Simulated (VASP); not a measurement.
Here is the system:

```yaml
crystal:
  lattice:
    - [0.00000, 3.17102, 3.17102]
    - [3.17102, 0.00000, 3.17102]
    - [3.17102, 3.17102, 0.00000]
  atoms:
    - { symbol: Ba, position: [0.00000, 0.00000, 0.00000] }
    - { symbol: F, position: [0.25000, 0.25000, 0.25000] }
    - { symbol: F, position: [0.75000, 0.75000, 0.75000] }
```

These are optB86b-vdW, VASP's PBE PAW potentials (set 64) (plane waves; VASP) values and carry that method's errors. Settings: 520 eV cut-off, 6×6×6 Γ-centred mesh, Gaussian smearing of 0.050 eV, potentials Ba_sv F.

### Question
Give the stress tensor in GPa (positive for a compressed cell).

### Answer

```
-2.98   0.00   0.00
 0.00  -2.98   0.00
 0.00   0.00  -2.98
```
The pressure is its mean diagonal, -2.98 GPa.

The compound is BaF2 in the fluorite structure. This cell is one point of a volume scan, at 1.06 of the reference volume.
